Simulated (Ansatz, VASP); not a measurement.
# HfGe2N4 (HfGe2N4 bilayer, AB): VASP beside Ansatz, part 2 of 3

One calculation is typed for both programs; each brings its own data sets. How far apart do they land? Of the first pair: The structure shown is the start of the Ansatz relaxation below; VASP solves that cell, so the two are compared at the walk's first step.

VASP 6.6.1 and Ansatz 0.2.0.

So far: The starting structure; Ansatz: relaxation, PBE with D3(BJ).

### Step 3. VASP: single point, PBE with D3(BJ), start cell, pair 1

Level of this step: PBE with D3(BJ); plane waves and PAW (N, Ge_d, Hf_pv) (VASP).

The same cell, functional, mesh and smearing now go to VASP, with its own data sets.

Lines of VASP's logs that name or quote its potential files are left out, and so is its time.

Contents of INCAR:

```
SYSTEM = HfGe2N4
PREC = Accurate
ENCUT = 520
EDIFF = 1E-06
NELM = 120
ISMEAR = -1
SIGMA = 0.05
LREAL = .FALSE.
ALGO = Normal
GGA = PE
IVDW = 12
NBANDS = 72
LASPH = .TRUE.
LORBIT = 11
LWAVE = .FALSE.
LCHARG = .FALSE.
ISIF = 2
LDIPOL = .TRUE.
IDIPOL = 3
DIPOL = 0.5 0.5 0.5
LVHAR = .TRUE.
GGA_COMPAT = .FALSE.
EFERMI = MIDGAP
NELMDL = -8
KPAR = 4
```

Contents of POSCAR:

```
HfGe2N4
1.0
    3.0200000000      0.0000000000      0.0000000000
   -1.5100000000      2.6153970000      0.0000000000
    0.0000000000      0.0000000000     68.3939160000
N Ge Hf
8 4 2
Direct
    0.0000000000      0.0000000000      0.3633364114
    0.3333333333      0.6666666667      0.3988331945
    0.3333333333      0.6666666667      0.4411093232
    0.0000000000      0.0000000000      0.4766061063
    0.3333333333      0.6666666667      0.5233938937
    0.6666666667      0.3333333333      0.5588906768
    0.6666666667      0.3333333333      0.6011668055
    0.3333333333      0.6666666667      0.6366635886
    0.3333333333      0.6666666667      0.3719302167
    0.3333333333      0.6666666667      0.4680123010
    0.6666666667      0.3333333333      0.5319876990
    0.6666666667      0.3333333333      0.6280697833
    0.0000000000      0.0000000000      0.4199712588
    0.3333333333      0.6666666667      0.5800287412
```

Contents of KPOINTS:

```
Automatic mesh
0
Gamma
12 12 1
0 0 0
```

PAW data sets: N, Ge_d and Hf_pv (PBE family, release 64).

Launch:

```console
$ mpirun -np 4 vasp_std
```

Numbers of over 12 decimals in the logs are rounded to 6 here.

Output:

```text
[banner, memory and clock lines left out]
running    4 mpi-ranks, on    1 nodes
 distrk:  each k-point on    1 cores,    4 groups
 distr:  one band on    1 cores,    1 groups

 POSCAR found type information on POSCAR N GeHf
 POSCAR found :  3 types and      14 ions
 LDA part: xc-table for (Slater+PW92), standard interpolation
|                                                                             |
|           W    W    AA    RRRRR   N    N  II  N    N   GGGG   !!!           |
|           W    W   A  A   R    R  NN   N  II  NN   N  G    G  !!!           |
|           W    W  A    A  R    R  N N  N  II  N N  N  G       !!!           |
|           W WW W  AAAAAA  RRRRR   N  N N  II  N  N N  G  GGG   !            |
|           WW  WW  A    A  R   R   N   NN  II  N   NN  G    G                |
|           W    W  A    A  R    R  N    N  II  N    N   GGGG   !!!           |
|                                                                             |
|     One of the lattice vectors is very long (>50 A), but AMIN is rather     |
|     large. This can spoil convergence since charge sloshing might occur     |
|     along the long lattice vector. If problems with convergence are         |
|     observed, try to decrease AMIN to a smaller value (e.g. 0.01).          |
|     Note: This warning only applies if the self-consistency cycle is        |
|     used.                                                                   |
|                                                                             |

 POSCAR, INCAR and KPOINTS ok, starting setup
 FFT: planning ... GRIDC
 FFT: planning ... GRID_SOFT
 FFT: planning ... GRID
 WAVECAR not read
 entering main loop
       N       E                     dE             d eps       ncg     rms          rms(c)
DAV:   1     0.146939589046E+04    0.14694E+04   -0.55077E+04  3816   0.225E+03
DAV:   2     0.150306688226E+03   -0.13191E+04   -0.12659E+04  3384   0.686E+02
DAV:   3    -0.107409633119E+03   -0.25772E+03   -0.25061E+03  3680   0.216E+02
DAV:   4    -0.127032139323E+03   -0.19623E+02   -0.19447E+02  3408   0.757E+01
DAV:   5    -0.127905464841E+03   -0.87333E+00   -0.87030E+00  4080   0.138E+01
DAV:   6    -0.127932228279E+03   -0.26763E-01   -0.26738E-01  4040   0.211E+00
DAV:   7    -0.127932971321E+03   -0.74304E-03   -0.74280E-03  4144   0.315E-01
DAV:   8    -0.127933000810E+03   -0.29489E-04   -0.29486E-04  4072   0.565E-02    0.707E+01
DAV:   9    -0.108997973210E+03    0.18935E+02   -0.87951E+01  4112   0.528E+01    0.685E+01
DAV:  10    -0.108566065139E+03    0.43191E+00   -0.73726E+00  3264   0.102E+01    0.519E+01
DAV:  11    -0.108703383423E+03   -0.13732E+00   -0.20910E+00  3608   0.112E+01    0.605E+00
DAV:  12    -0.108291547670E+03    0.41184E+00   -0.14675E+00  3760   0.680E+00    0.470E+00
DAV:  13    -0.108293397011E+03   -0.18493E-02   -0.14006E-01  3760   0.193E+00    0.221E+00
DAV:  14    -0.108293438417E+03   -0.41406E-04   -0.11595E-02  3704   0.548E-01    0.180E+00
[...]
DAV:  26    -0.108292529479E+03   -0.49930E-04   -0.18737E-06  2224   0.342E-03    0.208E-03
DAV:  27    -0.108292545405E+03   -0.15925E-04   -0.33413E-07  2144   0.203E-03    0.185E-03
DAV:  28    -0.108292563291E+03   -0.17886E-04   -0.26053E-07  2000   0.185E-03    0.597E-04
DAV:  29    -0.108292571541E+03   -0.82499E-05   -0.10404E-07  1960   0.143E-03    0.454E-04
DAV:  30    -0.108292576235E+03   -0.46938E-05   -0.58655E-08  1888   0.987E-04    0.497E-04
DAV:  31    -0.108292578805E+03   -0.25700E-05   -0.72403E-08  1944   0.707E-04    0.258E-04
DAV:  32    -0.108292580071E+03   -0.12660E-05   -0.21187E-08  1864   0.528E-04    0.285E-04
DAV:  33    -0.108292580801E+03   -0.73086E-06   -0.12084E-08  1840   0.368E-04
   1 F= -.11165144E+03 E0= -.11165139E+03  d E =-.101541E-03
```

OUTCAR, selected parts (step 3):

```text
ion  position               nearest neighbor table
   1  0.000  0.000  0.363-   9 1.84   9 1.84   9 1.84
   2  0.333  0.667  0.399-   9 1.84  13 2.27  13 2.27  13 2.27
   3  0.333  0.667  0.441-  10 1.84  13 2.27  13 2.27  13 2.27
   4  0.000  0.000  0.477-  10 1.84  10 1.84  10 1.84
   5  0.333  0.667  0.523-  11 1.84  11 1.84  11 1.84
   6  0.667  0.333  0.559-  11 1.84  14 2.27  14 2.27  14 2.27
   7  0.667  0.333  0.601-  12 1.84  14 2.27  14 2.27  14 2.27
   8  0.333  0.667  0.637-  12 1.84  12 1.84  12 1.84
   9  0.333  0.667  0.372-   1 1.84   1 1.84   2 1.84   1 1.84
  10  0.333  0.667  0.468-   4 1.84   4 1.84   3 1.84   4 1.84
  11  0.667  0.333  0.532-   5 1.84   6 1.84   5 1.84   5 1.84
  12  0.667  0.333  0.628-   8 1.84   7 1.84   8 1.84   8 1.84
  13  0.000  0.000  0.420-   2 2.27   2 2.27   3 2.27   3 2.27   2 2.27   3 2.27
  14  0.333  0.667  0.580-   7 2.27   7 2.27   6 2.27   6 2.27   7 2.27   6 2.27

  LATTYP: Found a hexagonal cell.
 ALAT       =     3.0200000000
 C/A-ratio  =    22.6469920530

 Subroutine GETGRP returns: Found  6 space group operations
 (whereof  6 operations were pure point group operations)

The static configuration has the point symmetry C_3v.

 Found     19 irreducible k-points:

   k-points           NKPTS =     19   k-points in BZ     NKDIM =     19   number of bands    NBANDS=     72

   dimension x,y,z NGX =    24 NGY =   24 NGZ =  512
   dimension x,y,z NGXF=    48 NGYF=   48 NGZF= 1024

   ENCUT  =  520.0 eV  38.22 Ry    6.18 a.u.   5.62  5.62127.17*2*pi/ulx,y,z

   NELECT =     116.0000    total number of electrons

 k-points in reciprocal lattice and weights: Automatic mesh
   0.00000000  0.00000000  0.00000000       0.007
   0.08333333  0.00000000  0.00000000       0.042
   0.16666667 -0.00000000  0.00000000       0.042
   0.25000000  0.00000000  0.00000000       0.042
   0.33333333  0.00000000  0.00000000       0.042
   0.41666667  0.00000000  0.00000000       0.042
   0.50000000  0.00000000  0.00000000       0.021
   0.08333333  0.08333333  0.00000000       0.042
   0.16666667  0.08333333  0.00000000       0.083
[...]
0.33333333  0.25000000  0.00000000       0.083
   0.33333333  0.33333333  0.00000000       0.014

 dipolmoment           0.000000      0.000000     -0.002590 electrons x Angstroem

 average (electrostatic) potential at core
       1 -70.9065       2 -69.9032       3 -69.9055       4 -70.9160       5 -70.9734
       6 -69.9642       7 -69.9626       8 -70.9658       9 -81.8339      10 -81.8443
      11 -81.9001      12 -81.8933      13 -44.4058      14 -44.4648

 E-fermi :  -2.5402

 k-point     1 :       0.0000    0.0000    0.0000
  band No.  band energies     occupation
    ...
     54      -3.6082      2.00000
     55      -2.9542      1.99949
     56      -2.9542      1.99949
     57      -2.8954      1.99836
     58      -2.8954      1.99836
     59      -1.7519      0.00000
     60      -1.5749      0.00000
     61       0.2341      0.00000
     62       0.3381      0.00000
     63       0.7057      0.00000
    ...

 k-point     2 :       0.0833    0.0000    0.0000
  band No.  band energies     occupation
    ...
     54      -3.5923      2.00000
     55      -3.1196      1.99998
     56      -3.0681      1.99995
     57      -3.0608      1.99994
     58      -3.0092      1.99983
     59      -1.5160      0.00000
     60      -1.3956      0.00000
     61       0.5384      0.00000
     62       0.5914      0.00000
     63       0.6446      0.00000
    ...

 k-point     3 :       0.1667   -0.0000    0.0000
  band No.  band energies     occupation
    ...
     54      -3.5569      2.00000
     55      -3.5274      2.00000
     56      -3.4519      2.00000
     57      -3.3594      2.00000
     58      -3.3005      2.00000
     59      -1.4860      0.00000
     60      -1.4254      0.00000
     61       0.5172      0.00000
     62       0.6558      0.00000
     63       1.2048      0.00000
    ...

 Edisp (eV)   -3.35886

  Total      16.00686    16.00686   -22.56819    -0.00000     0.00000    -0.00000
  in kB      47.47388    47.47389   -66.93375    -0.00000     0.00000    -0.00000
  external pressure =        9.34 kB  Pullay stress =        0.00 kB

  energy-cutoff  :      520.00
  volume of cell :      540.21
      direct lattice vectors                 reciprocal lattice vectors
     3.020000000  0.000000000  0.000000000     0.331125828  0.191175565  0.000000000
    -1.510000000  2.615397000  0.000000000     0.000000000  0.382351131  0.000000000
     0.000000000  0.000000000 68.393916000     0.000000000  0.000000000  0.014621184

 POSITION                                       TOTAL-FORCE (eV/Angst)
 -----------------------------------------------------------------------------------
      0.00000      0.00000     24.85000         0.000000      0.000000     -0.447497
     -0.00000      1.74360     27.27776         0.000000      0.000000      4.171250
     -0.00000      1.74360     30.16919        -0.000000     -0.000000     -4.160725
      0.00000      0.00000     32.59696         0.000000     -0.000000      0.450504
     -0.00000      1.74360     35.79696        -0.000000      0.000000     -0.460094
      1.51000      0.87180     38.22472        -0.000000      0.000000      4.161608
      1.51000      0.87180     41.11615         0.000000      0.000000     -4.171586
     -0.00000      1.74360     43.54392         0.000000     -0.000000      0.447399
     -0.00000      1.74360     25.43776        -0.000000     -0.000000      0.357434
     -0.00000      1.74360     32.00919         0.000000     -0.000000     -0.284869
      1.51000      0.87180     36.38472        -0.000000     -0.000000      0.292280
      1.51000      0.87180     42.95615        -0.000000      0.000000     -0.357484
      0.00000      0.00000     28.72348         0.000000      0.000000      0.011935
     -0.00000      1.74360     39.67044         0.000000      0.000000     -0.010154
 -----------------------------------------------------------------------------------
    total drift:                                0.000001     -0.000004      0.000048

  FREE ENERGIE OF THE ION-ELECTRON SYSTEM (eV)
  ---------------------------------------------------
  free  energy   TOTEN  =      -111.6514437436 eV

  energy  without entropy=     -111.6513422026  energy(sigma->0) =     -111.65139297

 vacuum level on the upper side and lower side of the slab         3.589         3.648

 total charge
# of ion       s       p       d       tot
------------------------------------------
    1        1.239   2.554   0.000   3.793
    2        1.235   2.502   0.000   3.738
    3        1.235   2.502   0.000   3.738
    4        1.240   2.554   0.000   3.794
    5        1.240   2.554   0.000   3.794
    6        1.235   2.502   0.000   3.738
    7        1.235   2.502   0.000   3.738
    8        1.239   2.554   0.000   3.793
    9        1.015   1.371  10.366  12.752
   10        1.015   1.371  10.366  12.752
   11        1.015   1.372  10.365  12.753
   12        1.015   1.371  10.366  12.752
   13        0.339   6.613   1.592   8.544
   14        0.339   6.613   1.592   8.544
--------------------------------------------------
tot         14.640  38.936  44.647  98.223

[... 3 further parts left out ...]
```

Harder data sets than Hf_pv exist (the GW ones), and pressures, volumes and forces can shift noticeably with them.

### Step 4. Differences

Known differences besides the potentials themselves: Ansatz cuts the interaction across the vacuum, VASP repeats the sheet with a dipole correction; the data sets hold 148 valence electrons in Ansatz (on its default PAW (the set named soft_2) files) and 116 in VASP; the cutoff is 420 eV in Ansatz and 520 eV in VASP. Total energies have different zeros and are not compared.

Forces on 7 of the 14 atoms, those with the largest forces and the largest differences (eV/Å; atoms numbered as in POSCAR):

| atom | Ansatz x, y, z | VASP x, y, z |
| --- | --- | --- |
| N1 | 0.000, 0.000, -0.485 | 0.000, 0.000, -0.447 |
| N2 | 0.000, 0.000, 4.087 | 0.000, 0.000, 4.171 |
| N3 | 0.000, 0.000, -4.076 | 0.000, 0.000, -4.161 |
| N4 | 0.000, 0.000, 0.488 | 0.000, 0.000, 0.451 |
| N5 | 0.000, 0.000, -0.498 | 0.000, 0.000, -0.460 |
| N6 | 0.000, 0.000, 4.077 | 0.000, 0.000, 4.162 |
| N7 | 0.000, 0.000, -4.087 | 0.000, 0.000, -4.172 |

The forces differ by 29 meV/Å r.m.s., which is 2.2 % of the r.m.s. force of 1.297 eV/Å (both taken over all components). With vacuum in the cell, a pressure given here is an average over mostly empty space and none of the material.

### Step 5. Ansatz: relaxation, PBE with D3(BJ)

This run makes the geometry at which the two programs are then compared.

The structure compared here is the end of the Ansatz relaxation.

Contents of input.yaml:

```yaml
crystal:
  lattice:
    - [3.02, 0.0, 0.0]
    - [-1.51, 2.6153967194, 0.0]
    - [0.0, 0.0, 68.3939162295]
  atoms:
    - { symbol: "N", position: [0.0, 0.0, 0.3633364102] }
    - { symbol: Ge, position: [0.3333333333, 0.6666666667, 0.3719302173] }
    - { symbol: "N", position: [0.3333333333, 0.6666666667, 0.3988331949] }
    - { symbol: Hf, position: [0.0, 0.0, 0.4199712583] }
    - { symbol: "N", position: [0.3333333333, 0.6666666667, 0.4411093216] }
    - { symbol: Ge, position: [0.3333333333, 0.6666666667, 0.4680122992] }
    - { symbol: "N", position: [0.0, 0.0, 0.4766061064] }
    - { symbol: "N", position: [0.3333333333, 0.6666666667, 0.5233938936] }
    - { symbol: Ge, position: [0.6666666667, 0.3333333333, 0.5319877008] }
    - { symbol: "N", position: [0.6666666667, 0.3333333333, 0.5588906784] }
    - { symbol: Hf, position: [0.3333333333, 0.6666666667, 0.5800287417] }
    - { symbol: "N", position: [0.6666666667, 0.3333333333, 0.6011668051] }
    - { symbol: Ge, position: [0.6666666667, 0.3333333333, 0.6280697827] }
    - { symbol: "N", position: [0.3333333333, 0.6666666667, 0.6366635898] }
  periodic: [true, true, false]
kpoints:
  mp_grid: { grid: [12, 12, 1] }
hamiltonian:
  xc: pbe
  dispersion: d3bj
scf:
  occupations: { method: fermi_dirac, width: 0.05 }
  convergence: { dr2_threshold: 1.0e-09 }
relax:
  f_tol: 0.004
  max_steps: 90
  cell: {}
output:
  write_potential: true
  write_density: true
  volumetric_format: npy
```

Launch:

```console
$ ansatz run input.yaml --threads 4 --pin off --max-ram 12288MiB --backend cpu --events-out ev --progress --plain --runs-dir out
```

Output:

```text
[...]
Crystal: 14 atoms, lattice volume = 540.209 Å³
Basis set: ecut = 420 eV, 10357 PW (Γ), exchange–correlation on 48×48×960 points (8 copies of the dense FFT grid, shifted against one another)
Bands: 89, of which v1, the nominal top of the filled ones, is band 74 counted from 1 (73 counted from 0)
Symmetry: 6 space group operations
[...]
- { symbol: N, position: [0.333333, 0.666667, 0.520122] }
    - { symbol: Ge, position: [0.666667, 0.333333, 0.528490] }
    - { symbol: N, position: [0.666667, 0.333333, 0.555805] }
    - { symbol: Hf, position: [0.333333, 0.666667, 0.573617] }
    - { symbol: N, position: [0.666667, 0.333333, 0.591436] }
    - { symbol: Ge, position: [0.666667, 0.333333, 0.618772] }
    - { symbol: N, position: [0.333333, 0.666667, 0.627219] }
[key lines of the parts left out:]
SCF converged after 7 iterations
Free energy (F): -51703.675323 eV
Fermi energy:    -5.879475 eV
P = ½ c Tr σ = 0.0020 N/m
```

(Continued in part 3 of 3.)

[Lines on the potential files, build, host, timing and source positions are cut from VASP's logs without a mark.]

[Logs are printed without paths, hosts, clocks, repeated set-up lines and the standing remarks that a program may print on its own settings, such as how far it seeks lower states.]

[Hosts, paths, dates, database ids (printed as entryN), source tags and the programs' standing remarks are cut or masked in the printed files.]
